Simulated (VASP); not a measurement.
Consider the following.

```
CELL_PARAMETERS angstrom
      2.49091     0.00000     0.00000
     -1.24546     2.15719     0.00000
      0.00000     0.00000     6.43810
ATOMIC_POSITIONS crystal
  B  0.66667 0.33333 0.75000
  B  0.33333 0.66667 0.25000
  N  0.33333 0.66667 0.75000
  N  0.66667 0.33333 0.25000
```

These are LDA (Ceperley-Alder, Perdew-Zunger), VASP's LDA PAW potentials (set 64) (plane waves; VASP 6.6.1) values and carry that method's errors. Run with PREC = Normal, EDIFF = 1E-5, 500 eV cut-off, 14×14×5 Γ-centred mesh, Gaussian smearing of 0.050 eV, potentials B N.

Problem. What does the run give for the energy per atom (σ→0)?

Solution. 
energy per atom (σ→0): -9.645 eV/atom

Total energies compare only between runs with the same potentials, cut-off and functional.

The compound is BN in the hex structure. It was relaxed first.
